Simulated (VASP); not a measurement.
# BeZn2Se3 (Cmc2_1) in VASP: a series of runs, part 2 of 2

VASP 6.6.1. Earlier steps stand in the parts before.

## (3) Relaxation of cell and atoms, PBE

This run uses another cell than the first one, of 21.33 Å³/atom, 1.003 times its volume.

Input file INCAR:

```
SYSTEM = BeZn2Se3
ALGO = Normal ; EDIFF = 1E-7
EDIFFG = -0.005 ; ENCUT = 520
GGA = PE ; IBRION = 2
ISIF = 3 ; ISMEAR = 0
KPAR = 4 ; LASPH = .True.
LCHARG = .False. ; LREAL = .False.
LWAVE = .False. ; NELM = 120
NSW = 60 ; POTIM = 0.3
PREC = Accurate ; SIGMA = 0.03
```

Input file KPOINTS:

```
k-points
0
Gamma
  4 4 4
  0 0 0
```

Input file POSCAR:

```
BeZn2Se3                                
1.0
    5.8729032468     -3.3917372647      0.0000000000
    5.8729032468      3.3917372647      0.0000000000
    0.0000000000      0.0000000000      6.4245843978
  Be              Zn              Se            
     2     4     6
Direct
     0.1581857377398610    0.8418142622601389    0.9998605829667243
     0.8418142622601389    0.1581857377398610    0.4998605829667241
     0.8317588648514463    0.4934465894969121    0.9965675448653318
     0.5065534105030879    0.1682411351485536    0.9965675448653318
     0.1682411351485536    0.5065534105030879    0.4965675448653318
     0.4934465894969121    0.8317588648514463    0.4965675448653318
     0.1648861233656344    0.5244201732647223    0.1112019342906685
     0.4755798267352778    0.8351138766343655    0.1112019342906685
     0.8560018725266755    0.1439981274733243    0.1448431087212789
     0.5244201732647223    0.1648861233656344    0.6112019342906683
     0.8351138766343655    0.4755798267352778    0.6112019342906683
     0.1439981274733243    0.8560018725266755    0.6448431087212790
```

Potentials or basis: VASP PAW PBE potentials, release 64 (Be, Zn, Se).

Started as:

```console
> cat potpaw_PBE.64/Be/POTCAR potpaw_PBE.64/Zn/POTCAR potpaw_PBE.64/Se/POTCAR > POTCAR
> mpirun -np 4 vasp_std > vasp.out
```

OUTCAR:

```text
SYSTEM = BeZn2Se3
   EDIFF = 1E-7
   EDIFFG = -0.005
   ENCUT = 520
   GGA = PE
   IBRION = 2
   ISIF = 3
   ISMEAR = 0
   LASPH = .True.
   LREAL = .False.
   NELM = 120
   NSW = 60
   POTIM = 0.3
   PREC = Accurate

 ion  position               nearest neighbor table
   1  0.158  0.842  1.000-   7 2.25   8 2.25   9 2.25  12 2.28
   2  0.842  0.158  0.500-  10 2.25  11 2.25  12 2.25   9 2.28
   3  0.832  0.493  0.997-  11 2.48   8 2.48   9 2.48   7 2.48
   4  0.507  0.168  0.997-  10 2.48   7 2.48   9 2.48   8 2.48
   5  0.168  0.507  0.497-   7 2.48  10 2.48  12 2.48  11 2.48
   6  0.493  0.832  0.497-   8 2.48  11 2.48  12 2.48  10 2.48
   7  0.165  0.524  0.111-   1 2.25   5 2.48   4 2.48   3 2.48
   8  0.476  0.835  0.111-   1 2.25   6 2.48   3 2.48   4 2.48
[... 217 lines left out ...]
  -------------------------------------------------------------------------------------
  Total        0.0101700      0.0206181      0.0380578      0.0000000      0.0000000      0.0000000
  in kB        0.0636622      0.1290654      0.2382341      0.0000000      0.0000000      0.0000000
  external PRESSURE =       0.1436539 kB  Pullay stress =       0.0000000 kB
[... 125 lines left out ...]
--------------------------------------- Ionic step        4  -------------------------------------------

 number of electron      87.9999955 magnetization

 Free energy of the ion-electron system (eV)
  ---------------------------------------------------
  ext. energy  EPLUGINS =         0.00000000
  ---------------------------------------------------
  free energy    TOTEN  =       -41.69301716 eV

  energy without entropy =      -41.69301716  energy(sigma->0) =      -41.69301716

 E-fermi :   2.0381     XC(G=0):  -9.2630

 val. band max:        1.9019960421   @ k =   0.0000   0.0000   0.0000
 cond. band min:       3.8720199737   @ k =   0.0000   0.0000   0.0000
 fundamental gap:      1.9700239316
 Fermi energy:         2.0381046422

 k-point     1 :       0.0000    0.0000    0.0000
  band No.  band energies     occupation
      1     -11.3708      2.00000
      2     -10.4820      2.00000
      3     -10.2237      2.00000
      4     -10.2149      2.00000
      5     -10.2139      2.00000
      6     -10.2116      2.00000
[... 1183 lines left out ...]
  FREE ENERGIE OF THE ION-ELECTRON SYSTEM (eV)
  ---------------------------------------------------
  free  energy   TOTEN  =       -41.6930171607 eV

  energy  without entropy=      -41.6930171607  energy(sigma->0) =      -41.69301716

 reached required accuracy - stopping structural energy minimisation
```

OSZICAR:

```text
N       E                     dE             d eps       ncg     rms          rms(c)
DAV:   1     0.682013443278E+03    0.68201E+03   -0.38497E+04  2184   0.179E+03
DAV:   2     0.559744536642E+02   -0.62604E+03   -0.60933E+03  2224   0.409E+02
DAV:   3    -0.390927407084E+02   -0.95067E+02   -0.93682E+02  2436   0.150E+02
DAV:   4    -0.434475189912E+02   -0.43548E+01   -0.43385E+01  2616   0.312E+01
[... 31 lines left out ...]
DAV:   2    -0.416930265216E+02    0.39349E-04   -0.27372E-04  2700   0.208E-01    0.203E-02
DAV:   3    -0.416930200053E+02    0.65162E-05   -0.14681E-05  2440   0.198E-02    0.103E-02
DAV:   4    -0.416930173842E+02    0.26212E-05   -0.28126E-06  2488   0.708E-03    0.339E-03
DAV:   5    -0.416930172044E+02    0.17981E-06   -0.43605E-07  2180   0.939E-03    0.146E-03
DAV:   6    -0.416930171607E+02    0.43696E-07   -0.34547E-07  1676   0.487E-03
   4 F= -.41693017E+02 E0= -.41693017E+02  d E =-.273608E-04
```

CONTCAR:

```text
BeZn2Se3
   1.00000000000000
     5.8733751438665305   -3.3922897807727281    0.0000000000000000
     5.8733751438665305    3.3922897807727281    0.0000000000000000
     0.0000000000000000    0.0000000000000000    6.4265161954103460
  Be              Zn              Se
     2     4     6
Direct
     0.1583032646803520    0.8416967353196479    0.9997980296516998
     0.8416967353196479    0.1583032646803520    0.4997980296516997
     0.8318031961487785    0.4934174792395268    0.9965714653267397
     0.5065825207604732    0.1681968038512214    0.9965714653267397
     0.1681968038512214    0.5065825207604732    0.4965714653267396
     0.4934174792395268    0.8318031961487785    0.4965714653267396
     0.1649875332456730    0.5243990370612771    0.1111967932286412
     0.4756009629387230    0.8350124667543271    0.1111967932286412
     0.8560572199697898    0.1439427800302102    0.1449081032375350
     0.5243990370612771    0.1649875332456730    0.6111967932286412
     0.8350124667543271    0.4756009629387230    0.6111967932286412
     0.1439427800302102    0.8560572199697898    0.6449081032375421

  0.00000000E+00  0.00000000E+00  0.00000000E+00
  0.00000000E+00  0.00000000E+00  0.00000000E+00
  0.00000000E+00  0.00000000E+00  0.00000000E+00
  0.00000000E+00  0.00000000E+00  0.00000000E+00
  0.00000000E+00  0.00000000E+00  0.00000000E+00
  0.00000000E+00  0.00000000E+00  0.00000000E+00
  0.00000000E+00  0.00000000E+00  0.00000000E+00
  0.00000000E+00  0.00000000E+00  0.00000000E+00
  0.00000000E+00  0.00000000E+00  0.00000000E+00
  0.00000000E+00  0.00000000E+00  0.00000000E+00
  0.00000000E+00  0.00000000E+00  0.00000000E+00
  0.00000000E+00  0.00000000E+00  0.00000000E+00
```

Wall time 2.1 min (4 MPI ranks of Intel Xeon 6975P-C (Granite Rapids), shared host); peak memory 0.5 GiB.

What came out:

- Free energy: -41.6930 eV
- Relaxed volume: 21.34 Å³/atom
- Relaxed cell: a = 6.783 Å, b = 6.783 Å, c = 6.427 Å, α = 90.00°, β = 90.00°, γ = 60.02°
- Space group after relaxing (to 0.05 Å): Cmc2_1 (No. 36)
- Energy gained by relaxing: 0.0 meV/atom
- Ionic steps: 4
- Pressure after relaxing: 0.0 GPa
- Largest force after relaxing: 0.005 eV/Å
- Band gap on the k mesh: 1.97 eV, direct

Forces in eV/Å, atoms in the order of the input:
```
Be   0.000 -0.003 -0.002
Be   0.000  0.003 -0.002
Zn   0.001 -0.004  0.000
Zn  -0.001 -0.004  0.000
Zn  -0.001  0.004  0.000
Zn   0.001  0.004  0.000
Se   0.000 -0.004  0.001
Se   0.000 -0.004  0.001
Se   0.000 -0.005 -0.001
Se   0.000  0.004  0.001
Se   0.000  0.004  0.001
Se   0.000  0.005 -0.001
```

Final structure:
```
Be Zn Se
1.0
     5.87338   -3.39229    0.00000
     5.87338    3.39229    0.00000
     0.00000    0.00000    6.42652
Be Zn Se
2 4 6
Direct
  0.15830 0.84170 0.99980
  0.84170 0.15830 0.49980
  0.83180 0.49342 0.99657
  0.50658 0.16820 0.99657
  0.16820 0.50658 0.49657
  0.49342 0.83180 0.49657
  0.16499 0.52440 0.11120
  0.47560 0.83501 0.11120
  0.85606 0.14394 0.14491
  0.52440 0.16499 0.61120
  0.83501 0.47560 0.61120
  0.14394 0.85606 0.64491
```
